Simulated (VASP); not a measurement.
# 1T-CaI2 monolayer and its bilayer, part 4 of 6

Aim: relax 1T-CaI2 monolayer, place its levels against the vacuum, then find how two sheets stack and bind.

VASP 6.6.1, plane waves and PAW; the level of theory is named at each step.

So far. Step 6 (The slab in a field, field 0.1): Energy at zero smearing: -3.84886 eV. Step 7 (With spin-orbit coupling): The path shows an indirect gap of 3.45 eV (valence top at Γ, conduction bottom at M). The least direct gap is 4.14 eV.

**8. A rigid stacking**

This step: optB86b-vdW; plane waves and PAW (Ca_pv, I) (VASP 6.6.1).

System of this step: bilayer of 1T-CaI2 monolayer. The cell holds 6 atoms: 2 Ca and 4 I. Cell: a = 4.443 Å, b = 4.443 Å, c = 27.245 Å, α = 90.0°, β = 90.0°, γ = 120.0°. upper sheet same orientation, shifted by (0.00, 0.00). Vacuum lies along c.

Two rigid sheets are set at a typed distance in several high-symmetry stackings, to find where to start. The upper sheet is shifted or turned in the plane and never flipped over.

Contents of INCAR:

```
SYSTEM = CaI2
PREC = Normal
ENCUT = 350
EDIFF = 1E-05
NELM = 120
ISMEAR = 0
SIGMA = 0.03
LREAL = .FALSE.
ALGO = Fast
GGA = MK
AGGAC = 0
LUSE_VDW = .TRUE.
PARAM1 = 0.1234
PARAM2 = 1
LASPH = .TRUE.
NBANDS = 28
LORBIT = 11
LWAVE = .FALSE.
LCHARG = .FALSE.
KPAR = 4
IDIPOL = 3
LDIPOL = .TRUE.
DIPOL = 0.5 0.5 0.5
```

Contents of POSCAR:

```
CaI2
1.0
    4.4429426768      0.0000000000      0.0000000000
   -2.2214713384      3.8477012256      0.0000000000
    0.0000000000      0.0000000000     27.2451557408
Ca I
2 4
Direct
    0.0000000000      0.0000000000      0.3775456100
    0.0000000000      0.0000000000      0.6224543900
    0.3333333300      0.6666666700      0.3119820700
    0.6666666700      0.3333333300      0.4431091500
    0.3333333300      0.6666666700      0.5568908500
    0.6666666700      0.3333333300      0.6880179300
```

Contents of KPOINTS:

```
Automatic mesh
0
Gamma
9 9 1
0 0 0
```

The projector-augmented-wave data sets are Ca_pv and I (PBE family, release 64).

Started as:

```bash
mpirun -np 4 vasp_std
```

Output:

```text
[banner, memory and clock lines left out]
running    4 mpi-ranks, on    1 nodes
 distrk:  each k-point on    1 cores,    4 groups
 distr:  one band on    1 cores,    1 groups

 POSCAR found type information on POSCAR CaI
 POSCAR found :  2 types and       6 ions
 [... a notice as in an earlier step ...]

 [... a notice as in an earlier step ...]

 LDA part: xc-table for (Slater+PW92), standard interpolation
 POSCAR, INCAR and KPOINTS ok, starting setup
 FFT: planning ... GRIDC
 FFT: planning ... GRID_SOFT
 FFT: planning ... GRID
 WAVECAR not read
 entering main loop
       N       E                     dE             d eps       ncg     rms          rms(c)
DAV:   1     0.414777824020E+03    0.41478E+03   -0.12875E+04   800   0.109E+03
DAV:   2     0.718760058163E+02   -0.34290E+03   -0.33599E+03   744   0.322E+02
DAV:   3    -0.342125670260E+01   -0.75297E+02   -0.71747E+02   988   0.139E+02
DAV:   4    -0.777657691337E+01   -0.43553E+01   -0.43509E+01   888   0.377E+01
DAV:   5    -0.796280781853E+01   -0.18623E+00   -0.18620E+00  1168   0.850E+00    0.507E+00
RMM:   6    -0.788154468228E+01    0.81263E-01   -0.24600E-01   937   0.265E+00    0.302E+00
RMM:   7    -0.790863011536E+01   -0.27085E-01   -0.69441E-01   889   0.355E+00    0.575E-01
RMM:   8    -0.791113252972E+01   -0.25024E-02   -0.56779E-02  1132   0.170E+00    0.582E-01
RMM:   9    -0.791078848350E+01    0.34405E-03   -0.10240E-02  1179   0.610E-01    0.584E-01
RMM:  10    -0.791059352532E+01    0.19496E-03   -0.16337E-03  1265   0.245E-01    0.560E-01
RMM:  11    -0.791235112335E+01   -0.17576E-02   -0.71453E-02  1200   0.925E-01    0.970E-01
RMM:  12    -0.791127921613E+01    0.10719E-02   -0.41854E-03  1039   0.394E-01    0.653E-01
RMM:  13    -0.791255870414E+01   -0.12795E-02   -0.15362E-03  1255   0.214E-01    0.792E-01
RMM:  14    -0.791212319381E+01    0.43551E-03   -0.17926E-04  1010   0.848E-02    0.766E-01
RMM:  15    -0.791197859836E+01    0.14460E-03   -0.10294E-04  1005   0.579E-02    0.770E-01
RMM:  16    -0.790942593860E+01    0.25527E-02   -0.34222E-03  1146   0.173E-01    0.538E-01
RMM:  17    -0.790881352966E+01    0.61241E-03   -0.75788E-04  1079   0.857E-02    0.444E-01
RMM:  18    -0.790867864712E+01    0.13488E-03   -0.62240E-05  1015   0.374E-02    0.409E-01
RMM:  19    -0.790867288847E+01    0.57586E-05   -0.76338E-06   545   0.176E-02
   1 F= -.79086729E+01 E0= -.79086729E+01  d E =-.560773E-16
```

Wall time 60 s (4 MPI ranks of Intel Xeon 6975P-C (Granite Rapids), shared host); peak memory 2.1 GiB; 3.9 min of CPU time.

OUTCAR, selected parts (step 8):

```text
   k-points           NKPTS =     12   k-points in BZ     NKDIM =     12   number of bands    NBANDS=     28

   ENCUT  =  350.0 eV  25.72 Ry    5.07 a.u.   6.78  6.78 41.56*2*pi/ulx,y,z

   NELECT =      44.0000    total number of electrons

 E-fermi :  -2.3472

 k-point     1 :       0.0000    0.0000    0.0000
  band No.  band energies     occupation
    ...
     18      -2.6749      2.00000
     19      -2.6749      2.00000
     20      -2.5650      2.00000
     21      -2.5585      2.00000
     22      -2.5585      2.00000
     23       1.9143      0.00000
     24       1.9269      0.00000
     25       1.9853      0.00000
     26       1.9904      0.00000
     27       2.0266      0.00000
    ...

Total vdW correction in eV:      9.6343554

  Total        0.4796652      0.4796652      1.0518151     -0.0000000     -0.0000000      0.0000000
  in kB        1.6500135      1.6500135      3.6181672     -0.0000000     -0.0000000      0.0000000
  external PRESSURE =       2.3060647 kB  Pullay stress =       0.0000000 kB

 POSITION                                       TOTAL-FORCE (eV/Angst)
 -----------------------------------------------------------------------------------
      0.00000      0.00000     10.28629         0.000000      0.000000     -0.016795
      0.00000      0.00000     16.95887         0.000000      0.000000      0.016795
     -0.00000      2.56513      8.50000         0.000000      0.000000      0.025160
      2.22147      1.28257     12.07258        -0.000000      0.000000     -0.162926
     -0.00000      2.56513     15.17258         0.000000      0.000000      0.162926
      2.22147      1.28257     18.74516        -0.000000     -0.000000     -0.025160
 -----------------------------------------------------------------------------------
    total drift:                               -0.000000      0.000000      0.000000

  FREE ENERGIE OF THE ION-ELECTRON SYSTEM (eV)
  ---------------------------------------------------
  free  energy   TOTEN  =        -7.9086728885 eV

  energy  without entropy=       -7.9086728885  energy(sigma->0) =       -7.90867289

Total vdW correction in eV:      9.6255641

 vacuum level on the upper side and lower side of the slab         4.234         4.234

[... 3 parts as in an earlier step ...]

[... 13 further parts left out ...]
```

Numbers from this step:

```yaml
electronic_steps: 19
electrons: 44
free_energy_toten: -7.909 eV
fermi_energy: -2.347 eV
gap_on_the_k_mesh: 3.623 eV
least_direct_gap_on_the_k_mesh: 4.132 eV
```

Force by atom:

```tsv
atom	x (eV/Å)	y (eV/Å)	z (eV/Å)	size
Ca1	0.000	0.000	-0.017	0.017
Ca2	0.000	0.000	0.017	0.017
I3	0.000	0.000	0.025	0.025
I4	0.000	0.000	-0.163	0.163
I5	0.000	0.000	0.163	0.163
I6	0.000	0.000	-0.025	0.025
```

Energy at zero smearing: -7.90867 eV.

**9. A rigid stacking**

INCAR is that of step 8.

Contents of POSCAR:

```
CaI2
1.0
    4.4429426768      0.0000000000      0.0000000000
   -2.2214713384      3.8477012256      0.0000000000
    0.0000000000      0.0000000000     27.2451557408
Ca I
2 4
Direct
    0.0000000000      0.0000000000      0.3775456100
    0.3333333300      0.6666666700      0.6224543900
    0.3333333300      0.6666666700      0.3119820700
    0.6666666700      0.3333333300      0.4431091500
    0.6666666700      0.3333333300      0.5568908500
    0.0000000000      1.0000000000      0.6880179300
```

KPOINTS is that of step 8.

Started as:

```bash
mpirun -np 4 vasp_std
```

Output:

```text
[... set-up lines as in an earlier step ...]
 entering main loop
       N       E                     dE             d eps       ncg     rms          rms(c)
DAV:   1     0.431001021440E+03    0.43100E+03   -0.12740E+04   764   0.109E+03
DAV:   2     0.728871508195E+02   -0.35811E+03   -0.35200E+03   768   0.327E+02
DAV:   3    -0.242003610886E+01   -0.75307E+02   -0.71548E+02   956   0.140E+02
DAV:   4    -0.714269650211E+01   -0.47227E+01   -0.47178E+01   936   0.403E+01
[...]
RMM:  14    -0.724823735289E+01   -0.53906E-04   -0.14960E-04  1035   0.606E-02    0.282E-02
RMM:  15    -0.724822213759E+01    0.15215E-04   -0.71131E-05   949   0.389E-02    0.122E-02
RMM:  16    -0.724822565175E+01   -0.35142E-05   -0.13467E-05   563   0.231E-02
   1 F= -.72482257E+01 E0= -.72482257E+01  d E =-.404125E-17
```

The job ended after 52 s (4 MPI ranks; peak memory 2.1 GiB; 3.4 min of CPU time).

From OUTCAR (step 9):

```text
  Total       -0.3263930     -0.3263930      6.5900247      0.0000000      0.0000000      0.0000000
  in kB       -1.1227683     -1.1227683     22.6692044      0.0000000      0.0000000      0.0000000
  external PRESSURE =       6.8078893 kB  Pullay stress =       0.0000000 kB

 POSITION                                       TOTAL-FORCE (eV/Angst)
 -----------------------------------------------------------------------------------
      0.00000      0.00000     10.28629        -0.000000      0.000000     -0.146461
     -0.00000      2.56513     16.95887        -0.000000     -0.000000      0.146461
     -0.00000      2.56513      8.50000        -0.000000      0.000000      0.024544
      2.22147      1.28257     12.07258         0.000000      0.000000     -1.889170
      2.22147      1.28257     15.17258         0.000000     -0.000000      1.889170
      0.00000      0.00000     18.74516         0.000000     -0.000000     -0.024544
 -----------------------------------------------------------------------------------
    total drift:                               -0.000013      0.000008     -0.000637

  FREE ENERGIE OF THE ION-ELECTRON SYSTEM (eV)
  ---------------------------------------------------
  free  energy   TOTEN  =        -7.2482256517 eV

  energy  without entropy=       -7.2482256517  energy(sigma->0) =       -7.24822565

[... 2 parts as in an earlier step ...]

[... 1 further part left out ...]
[key lines of the parts left out:]
E-fermi :  -1.7882
```

Energy at zero smearing: -7.24823 eV.

**10. A rigid stacking**

INCAR is that of step 9.

Contents of POSCAR:

```
CaI2
1.0
    4.4429426768      0.0000000000      0.0000000000
   -2.2214713384      3.8477012256      0.0000000000
    0.0000000000      0.0000000000     27.2451557408
Ca I
2 4
Direct
    0.0000000000      0.0000000000      0.3775456100
    0.6666666700      0.3333333300      0.6224543900
    0.3333333300      0.6666666700      0.3119820700
    0.6666666700      0.3333333300      0.4431091500
    1.0000000000      0.0000000000      0.5568908500
    0.3333333300      0.6666666700      0.6880179300
```

KPOINTS is that of step 9.

Started as:

```bash
mpirun -np 4 vasp_std
```

Output:

```text
[... set-up lines as in an earlier step ...]
 entering main loop
       N       E                     dE             d eps       ncg     rms          rms(c)
DAV:   1     0.430947803181E+03    0.43095E+03   -0.12728E+04   752   0.109E+03
DAV:   2     0.748817485182E+02   -0.35607E+03   -0.34895E+03   744   0.325E+02
DAV:   3    -0.284659554915E+01   -0.77728E+02   -0.73583E+02   956   0.141E+02
DAV:   4    -0.775508944682E+01   -0.49085E+01   -0.49046E+01   904   0.407E+01
[...]
RMM:  12    -0.789603818587E+01    0.77956E-03   -0.10448E-03  1053   0.157E-01    0.431E-02
RMM:  13    -0.789600702883E+01    0.31157E-04   -0.33355E-04  1106   0.805E-02    0.414E-02
RMM:  14    -0.789601625138E+01   -0.92226E-05   -0.56287E-05   922   0.411E-02
   1 F= -.78960163E+01 E0= -.78960163E+01  d E =-.395622E-20
```

The job ended after 43 s (4 MPI ranks; peak memory 2.1 GiB).

From OUTCAR (step 10):

```text
  Total        0.1424073      0.1424073      0.5290129      0.0000000      0.0000000      0.0000000
  in kB        0.4898706      0.4898706      1.8197658      0.0000000      0.0000000      0.0000000
  external PRESSURE =       0.9331690 kB  Pullay stress =       0.0000000 kB

 POSITION                                       TOTAL-FORCE (eV/Angst)
 -----------------------------------------------------------------------------------
      0.00000      0.00000     10.28629        -0.000000      0.000000     -0.016753
      2.22147      1.28257     16.95887         0.000000     -0.000000      0.016753
     -0.00000      2.56513      8.50000         0.000000     -0.000000      0.015064
      2.22147      1.28257     12.07258        -0.000000     -0.000000     -0.183462
      0.00000      0.00000     15.17258         0.000000      0.000000      0.183462
     -0.00000      2.56513     18.74516        -0.000000      0.000000     -0.015064
 -----------------------------------------------------------------------------------
    total drift:                                0.000007     -0.000005     -0.000335

  FREE ENERGIE OF THE ION-ELECTRON SYSTEM (eV)
  ---------------------------------------------------
  free  energy   TOTEN  =        -7.8960162514 eV

  energy  without entropy=       -7.8960162514  energy(sigma->0) =       -7.89601625

[... 2 parts as in an earlier step ...]

[... 1 further part left out ...]
[key lines of the parts left out:]
E-fermi :  -2.3013
```

Energy at zero smearing: -7.89602 eV.

**11. A rigid stacking**

INCAR is that of step 10.

Contents of POSCAR:

```
CaI2
1.0
    4.4429426768      0.0000000000      0.0000000000
   -2.2214713384      3.8477012256      0.0000000000
    0.0000000000      0.0000000000     27.2451557408
Ca I
2 4
Direct
    0.0000000000      0.0000000000      0.3775456100
    0.0000000000      0.0000000000      0.6224543900
    0.3333333300      0.6666666700      0.3119820700
    0.6666666700      0.3333333300      0.4431091500
    0.6666666700      0.3333333300      0.5568908500
    0.3333333300      0.6666666700      0.6880179300
```

KPOINTS is that of step 10.

Started as:

```bash
mpirun -np 4 vasp_std
```

Output:

```text
[... set-up lines as in an earlier step ...]
 entering main loop
       N       E                     dE             d eps       ncg     rms          rms(c)
DAV:   1     0.418776355851E+03    0.41878E+03   -0.12845E+04   796   0.109E+03
DAV:   2     0.736222455390E+02   -0.34515E+03   -0.33865E+03   744   0.325E+02
DAV:   3    -0.203675989150E+01   -0.75659E+02   -0.72213E+02   928   0.139E+02
DAV:   4    -0.714556912232E+01   -0.51088E+01   -0.51026E+01   928   0.407E+01
[...]
RMM:  13    -0.724787857480E+01    0.21600E-03   -0.38189E-04  1070   0.994E-02    0.124E-01
RMM:  14    -0.724779667305E+01    0.81902E-04   -0.14940E-04   985   0.707E-02    0.419E-02
RMM:  15    -0.724779370853E+01    0.29645E-05   -0.43558E-05   774   0.417E-02
   1 F= -.72477937E+01 E0= -.72477937E+01  d E =-.705372E-11
```

The job ended after 46 s (4 MPI ranks; peak memory 2.1 GiB).

From OUTCAR (step 11):

```text
  Total       -0.3526831     -0.3526831      6.5352548      0.0000000      0.0000000     -0.0000000
  in kB       -1.2132043     -1.2132043     22.4808000      0.0000000      0.0000000     -0.0000000
  external PRESSURE =       6.6847972 kB  Pullay stress =       0.0000000 kB

 POSITION                                       TOTAL-FORCE (eV/Angst)
 -----------------------------------------------------------------------------------
      0.00000      0.00000     10.28629         0.000000     -0.000000     -0.147441
      0.00000      0.00000     16.95887         0.000000     -0.000000      0.147441
     -0.00000      2.56513      8.50000        -0.000000     -0.000000      0.021041
      2.22147      1.28257     12.07258        -0.000000      0.000000     -1.887302
      2.22147      1.28257     15.17258         0.000000      0.000000      1.887302
     -0.00000      2.56513     18.74516        -0.000000     -0.000000     -0.021041
 -----------------------------------------------------------------------------------
    total drift:                                0.000012     -0.000007      0.000000

  FREE ENERGIE OF THE ION-ELECTRON SYSTEM (eV)
  ---------------------------------------------------
  free  energy   TOTEN  =        -7.2477937085 eV

  energy  without entropy=       -7.2477937085  energy(sigma->0) =       -7.24779371

[... 2 parts as in an earlier step ...]

[... 1 further part left out ...]
[key lines of the parts left out:]
E-fermi :  -1.8308
```

Energy at zero smearing: -7.24779 eV.

**12. A rigid stacking**

INCAR is that of step 11.

Contents of POSCAR:

```
CaI2
1.0
    4.4429426768      0.0000000000      0.0000000000
   -2.2214713384      3.8477012256      0.0000000000
    0.0000000000      0.0000000000     27.2451557408
Ca I
2 4
Direct
    0.0000000000      0.0000000000      0.3775456100
    0.3333333300      0.6666666700      0.6224543900
    0.3333333300      0.6666666700      0.3119820700
    0.6666666700      0.3333333300      0.4431091500
    0.0000000000      1.0000000000      0.5568908500
    0.6666666700      0.3333333300      0.6880179300
```

KPOINTS is that of step 11.

Started as:

```bash
mpirun -np 4 vasp_std
```

Output:

```text
[... set-up lines as in an earlier step ...]
 entering main loop
       N       E                     dE             d eps       ncg     rms          rms(c)
DAV:   1     0.428019415579E+03    0.42802E+03   -0.12754E+04   756   0.109E+03
DAV:   2     0.756285173670E+02   -0.35239E+03   -0.34540E+03   760   0.326E+02
DAV:   3    -0.274053572065E+01   -0.78369E+02   -0.74596E+02   964   0.140E+02
DAV:   4    -0.773643774058E+01   -0.49959E+01   -0.49909E+01   904   0.406E+01
[...]
RMM:  19    -0.790224936339E+01   -0.19298E-03   -0.10588E-04   970   0.449E-02    0.757E-02
RMM:  20    -0.790229214063E+01   -0.42777E-04   -0.24365E-05   676   0.230E-02    0.821E-02
RMM:  21    -0.790228686997E+01    0.52707E-05   -0.59560E-05   957   0.340E-02
   1 F= -.79022869E+01 E0= -.79022869E+01  d E =-.812918E-18
```

Elapsed: 69 s, on 4 MPI ranks; peak memory 2.1 GiB; 4.5 min of CPU time.

Parts of OUTCAR (step 12):

```text
  Total        0.1205516      0.1205516      0.4953652     -0.0000000     -0.0000000      0.0000000
  in kB        0.4146888      0.4146888      1.7040202     -0.0000000     -0.0000000      0.0000000
  external PRESSURE =       0.8444659 kB  Pullay stress =       0.0000000 kB

 POSITION                                       TOTAL-FORCE (eV/Angst)
 -----------------------------------------------------------------------------------
      0.00000      0.00000     10.28629         0.000000     -0.000000     -0.017424
     -0.00000      2.56513     16.95887         0.000000     -0.000000      0.018424
     -0.00000      2.56513      8.50000        -0.000000      0.000000      0.019881
      2.22147      1.28257     12.07258        -0.000000     -0.000000     -0.171970
      0.00000      0.00000     15.17258         0.000000     -0.000000      0.171720
      2.22147      1.28257     18.74516         0.000000     -0.000000     -0.020631
 -----------------------------------------------------------------------------------
    total drift:                               -0.000010      0.000008      0.000884

  FREE ENERGIE OF THE ION-ELECTRON SYSTEM (eV)
  ---------------------------------------------------
  free  energy   TOTEN  =        -7.9022868700 eV

  energy  without entropy=       -7.9022868700  energy(sigma->0) =       -7.90228687

[... 2 parts as in an earlier step ...]

[... 1 further part left out ...]
[key lines of the parts left out:]
E-fermi :  -2.3081
```

Energy at zero smearing: -7.90229 eV.

[end of part 4 of 6]

[Lines on the potential files, build, host, timing and source positions are cut from VASP's logs without a mark.]

[Logs are printed without paths, hosts, clocks, repeated set-up lines and the standing remarks that a program may print on its own settings, such as how far it seeks lower states.]

[Hosts, paths, dates, database ids (printed as entryN), source tags and the programs' standing remarks are cut or masked in the printed files.]

[Runs that stopped without an error message from VASP are left out.]
